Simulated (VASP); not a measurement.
The cell holds one SnS2 (1T layered) monolayer, with vacuum along c. Ionisation potential and electron affinity count from the cell's own band edges, surface states included.

Consider the following.

```yaml
crystal:
  lattice:
    - [3.61222, 0.00000, 0.00000]
    - [-1.80611, 3.12827, 0.00000]
    - [0.00000, 0.00000, 18.55605]
  atoms:
    - { symbol: S, position: [0.66667, 0.33333, 0.42088] }
    - { symbol: S, position: [0.33333, 0.66667, 0.57912] }
    - { symbol: Sn, position: [0.00000, 0.00000, 0.50000] }
```

These are LDA (Ceperley-Alder, Perdew-Zunger), VASP's LDA PAW potentials (set 64) (plane waves; VASP 6.6.1) values and carry that method's errors. Settings: 400 eV cut-off, 12×12×1 Γ-centred mesh, Gaussian smearing of 0.050 eV, potentials S Sn_d.

```yaml
energy_to_cut_it_from_the_bulk_per_area: 11.2 meV/Å²
ionisation_potential: 6.88 eV
electron_affinity: 5.39 eV
```

The cell is a sheet with vacuum, built from SnS2 (1T layered).
